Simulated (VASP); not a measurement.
An input for Quantum ESPRESSO's pw.x (written as the equivalent of a VASP run, and not itself run):

```
&CONTROL
  calculation = 'vc-relax'
  pseudo_dir = './pseudo'
  outdir = './out'
  tprnfor = .true.
  tstress = .true.
  nstep = 40
  forc_conv_thr = 0.00078
/
&SYSTEM
  ibrav = 0
  nat = 3
  ntyp = 2
  ecutwfc = 66
  occupations = 'smearing'
  smearing = 'gaussian'
  degauss = 0.003675
  input_dft = 'pbesol'
/
&ELECTRONS
  conv_thr = 7.3e-08
  electron_maxstep = 100
/
&IONS
/
&CELL
  press = 50
/
ATOMIC_SPECIES
  Zr 91.224 Zr.upf
  S 32.060 S.upf
CELL_PARAMETERS angstrom
     1.7756389   -3.0754969    0.0000000
     1.7756389    3.0754969   -0.0000000
    -0.0000000   -0.0000000    5.4272908
ATOMIC_POSITIONS crystal
  Zr   0.0000000  1.0000000  0.0000000
  S    0.3333330  0.6666670  0.2711710
  S    0.6666670  0.3333330  0.7288290
K_POINTS automatic
  7 7 4 0 0 0
```

Question: Translate this input to VASP (INCAR, KPOINTS, POSCAR, choice of POTCAR).

Answer: Several could match; the one computed here: 
File KPOINTS:
```
K-points
0
G
 7 7 4
```

### POSCAR
```
ZrS2
1
    1.7756389353    -3.0754968879     0.0000000000
    1.7756389353     3.0754968879    -0.0000000000
   -0.0000000000    -0.0000000000     5.4272907629
Zr S
1 2
Direct
  0.0000000000   1.0000000000   0.0000000000
  0.3333330000   0.6666670000   0.2711709755
  0.6666670000   0.3333330000   0.7288290245
```

INCAR:
```
SYSTEM  =  ZrS2
PSTRESS  =  50   ! kbar
NSW  =  40   ! most ionic steps
ENCUT  =  500
LASPH  =  T
SIGMA  =  0.05   ! width (eV)
EDIFFG  =  -0.02
LWAVE  =  F
PREC  =  Accurate
LCHARG  =  F
ALGO  =  Normal
LMAXMIX  =  4   ! l cut-off of mixed one-centre charges
ISMEAR  =  0   ! Gaussian
EDIFF  =  1E-6   ! SCF stop (eV)
NELM  =  100   ! most electronic steps
LREAL  =  F
GGA  =  PS
ISIF  =  3   ! ions, shape and volume
IBRION  =  2   ! conjugate gradients
```

POTCAR, in this order: Zr_sv S (PBE.64 set). Program: vasp_std.

The two are equivalent in intent, not identical: the potentials are each code's own (VASP's PAW set, PseudoDojo norm-conserving files in pw.x), so ENCUT and ecutwfc are chosen apart and not converted; conv_thr bounds pw.x's estimated SCF error, while EDIFF bounds the energy change between steps; forc_conv_thr acts on force components and is met together with etot_conv_thr.

The compound is ZrS2 in the 1T layered structure. It was relaxed first under an external pressure of 5 GPa.
